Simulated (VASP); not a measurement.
Here is the system:

```xyz
1
Lattice="-1.5547 1.5547 1.5547 1.5547 -1.5547 1.5547 1.5547 1.5547 -1.5547" Properties=species:S:1:pos:R:3 pbc="T T T"
Pd     0.0000     0.0000     0.0000
```

These are r2SCAN meta-GGA, VASP's PBE PAW potentials (set 64) (plane waves; VASP) values and carry that method's errors. Numerical set-up: 400 eV cut-off, 18×18×18 Γ-centred mesh, tetrahedra with Blöchl corrections, potentials Pd.

Task: Give the energies of bands 1 to 6 at the high-symmetry points, in eV from the Fermi level.

Result: 
| band | Γ | H | N | P |
|---|---|---|---|---|
| 1 | -7.03 | -5.28 | -5.30 | -3.56 |
| 2 | -2.97 | -5.28 | -4.17 | -3.56 |
| 3 | -2.97 | 0.22 | -1.07 | -3.56 |
| 4 | -2.97 | 0.22 | -0.79 | -0.74 |
| 5 | -1.02 | 0.22 | 0.61 | -0.74 |
| 6 | -1.02 | 9.73 | 1.71 | 9.28 |

It has no gap at this level: it comes out as a metal or semimetal.

The structure was generated: Pd was put into the bcc type (Im-3m), which need not be its known phase. It was relaxed first.
